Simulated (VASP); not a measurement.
A convergence study with VASP on ZnSe (zinc blende): a few settings are varied, all else stays as given below, so the limit is that of these other settings.

```
ZnSe
1.0
    0.00000     2.83500     2.83500
    2.83500     0.00000     2.83500
    2.83500     2.83500     0.00000
Zn Se
1 1
Direct
  0.00000   0.00000   0.00000
  0.25000   0.25000   0.25000
```

Calculation: LDA (Ceperley-Alder, Perdew-Zunger), VASP's LDA PAW potentials (set 64) (plane waves; VASP 6.6.1). The last row used: 550 eV cut-off, 15×15×15 Γ-centred mesh, second-order Methfessel-Paxton smearing of 0.40 eV, potentials Zn Se.

Gaps are read on the run's mesh, which can miss a band edge.

```json
[
 {"setting": "ISMEAR = -1, SIGMA = 0.01, 4×4×4 mesh", "E (eV/atom)": "-3.6376", "pressure (GPa)": "-2.83", "gap on the mesh (eV)": "1.043", "irreducible k-points": "8"},
 {"setting": "ISMEAR = -1, SIGMA = 0.1, 4×4×4 mesh", "E (eV/atom)": "-3.6376", "pressure (GPa)": "-2.82", "gap on the mesh (eV)": "1.043", "irreducible k-points": "8"},
 {"setting": "ISMEAR = 0, SIGMA = 0.01, 4×4×4 mesh", "E (eV/atom)": "-3.6376", "pressure (GPa)": "-2.83", "gap on the mesh (eV)": "1.043", "irreducible k-points": "8"},
 {"setting": "ISMEAR = 0, SIGMA = 0.2, 4×4×4 mesh", "E (eV/atom)": "-3.6376", "pressure (GPa)": "-2.83", "gap on the mesh (eV)": "1.043", "irreducible k-points": "8"},
 {"setting": "ISMEAR = 1, SIGMA = 0.05, 4×4×4 mesh", "E (eV/atom)": "-3.6376", "pressure (GPa)": "-2.83", "gap on the mesh (eV)": "1.043", "irreducible k-points": "8"},
 {"setting": "ISMEAR = 1, SIGMA = 0.2, 4×4×4 mesh", "E (eV/atom)": "-3.6374", "pressure (GPa)": "-2.83", "gap on the mesh (eV)": "1.043", "irreducible k-points": "8"},
 {"setting": "ISMEAR = 2, SIGMA = 0.05, 4×4×4 mesh", "E (eV/atom)": "-3.6376", "pressure (GPa)": "-2.83", "gap on the mesh (eV)": "1.043", "irreducible k-points": "8"},
 {"setting": "ISMEAR = 2, SIGMA = 0.2, 4×4×4 mesh", "E (eV/atom)": "-3.6374", "pressure (GPa)": "-2.83", "gap on the mesh (eV)": "1.043", "irreducible k-points": "8"},
 {"setting": "ISMEAR = -1, SIGMA = 0.01, 9×9×9 mesh", "E (eV/atom)": "-3.6749", "pressure (GPa)": "-3.17", "gap on the mesh (eV)": "1.064", "irreducible k-points": "35"},
 {"setting": "ISMEAR = -1, SIGMA = 0.2, 9×9×9 mesh", "E (eV/atom)": "-3.6746", "pressure (GPa)": "-3.16", "gap on the mesh (eV)": "1.064", "irreducible k-points": "35"},
 {"setting": "ISMEAR = 0, SIGMA = 0.01, 9×9×9 mesh", "E (eV/atom)": "-3.6749", "pressure (GPa)": "-3.17", "gap on the mesh (eV)": "1.064", "irreducible k-points": "35"},
 {"setting": "ISMEAR = 0, SIGMA = 0.4, 9×9×9 mesh", "E (eV/atom)": "-3.6748", "pressure (GPa)": "-3.17", "gap on the mesh (eV)": "1.064", "irreducible k-points": "35"},
 {"setting": "ISMEAR = 1, SIGMA = 0.05, 9×9×9 mesh", "E (eV/atom)": "-3.6749", "pressure (GPa)": "-3.17", "gap on the mesh (eV)": "1.064", "irreducible k-points": "35"},
 {"setting": "ISMEAR = 1, SIGMA = 0.4, 9×9×9 mesh", "E (eV/atom)": "-3.6748", "pressure (GPa)": "-3.19", "gap on the mesh (eV)": "1.064", "irreducible k-points": "35"},
 {"setting": "ISMEAR = 2, SIGMA = 0.05, 9×9×9 mesh", "E (eV/atom)": "-3.6749", "pressure (GPa)": "-3.17", "gap on the mesh (eV)": "1.064", "irreducible k-points": "35"},
 {"setting": "ISMEAR = 2, SIGMA = 0.4, 9×9×9 mesh", "E (eV/atom)": "-3.6747", "pressure (GPa)": "-3.17", "gap on the mesh (eV)": "1.064", "irreducible k-points": "35"},
 {"setting": "ISMEAR = -1, SIGMA = 0.05, 15×15×15 mesh", "E (eV/atom)": "-3.6751", "pressure (GPa)": "-3.17", "gap on the mesh (eV)": "1.064", "irreducible k-points": "120"},
 {"setting": "ISMEAR = -1, SIGMA = 0.2, 15×15×15 mesh", "E (eV/atom)": "-3.6749", "pressure (GPa)": "-3.16", "gap on the mesh (eV)": "1.064", "irreducible k-points": "120"},
 {"setting": "ISMEAR = 0, SIGMA = 0.1, 15×15×15 mesh", "E (eV/atom)": "-3.6751", "pressure (GPa)": "-3.17", "gap on the mesh (eV)": "1.064", "irreducible k-points": "120"},
 {"setting": "ISMEAR = 0, SIGMA = 0.4, 15×15×15 mesh", "E (eV/atom)": "-3.6751", "pressure (GPa)": "-3.17", "gap on the mesh (eV)": "1.064", "irreducible k-points": "120"},
 {"setting": "ISMEAR = 1, SIGMA = 0.1, 15×15×15 mesh", "E (eV/atom)": "-3.6751", "pressure (GPa)": "-3.17", "gap on the mesh (eV)": "1.064", "irreducible k-points": "120"},
 {"setting": "ISMEAR = 1, SIGMA = 0.4, 15×15×15 mesh", "E (eV/atom)": "-3.6751", "pressure (GPa)": "-3.19", "gap on the mesh (eV)": "1.064", "irreducible k-points": "120"},
 {"setting": "ISMEAR = 2, SIGMA = 0.1, 15×15×15 mesh", "E (eV/atom)": "-3.6751", "pressure (GPa)": "-3.17", "gap on the mesh (eV)": "1.064", "irreducible k-points": "120"},
 {"setting": "ISMEAR = 2, SIGMA = 0.4, 15×15×15 mesh", "E (eV/atom)": "-3.6750", "pressure (GPa)": "-3.18", "gap on the mesh (eV)": "1.064", "irreducible k-points": "120"}
]
```

Left out are rungs that failed or repeat a setting and relaxations that didn't move; long series are thinned to 24 rows.

The compound is ZnSe in the zinc blende structure. The cell was not relaxed at this level.
